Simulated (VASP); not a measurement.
Here is the system:

```
CELL_PARAMETERS angstrom
      3.83589     0.00000     0.00000
      0.00000     3.83589     0.00000
      0.00000     0.00000     5.39315
ATOMIC_POSITIONS crystal
  Al 0.50000 0.50000 0.50000
  Ga 0.00000 0.00000 0.00000
  P  0.00000 0.50000 0.24960
  P  0.50000 0.00000 0.75040
```

Calculation: LDA (Ceperley-Alder, Perdew-Zunger), VASP's LDA PAW potentials (set 64) (plane waves; VASP). Run with 400 eV cut-off, Gaussian smearing of 0.050 eV, potentials Al Ga_d P.

Q: Estimate the band gap (along the path) with the smallest direct gap where there is one.

A: 
| Item | Value |
|---|---|
| band gap (along the path) | 1.44 eV |
| smallest direct gap (along the path) | 1.48 eV |

The structure comes from a computed database's AlGaP2 entry (P-4m2); how it stands against other phases isn't given here. It was relaxed first.
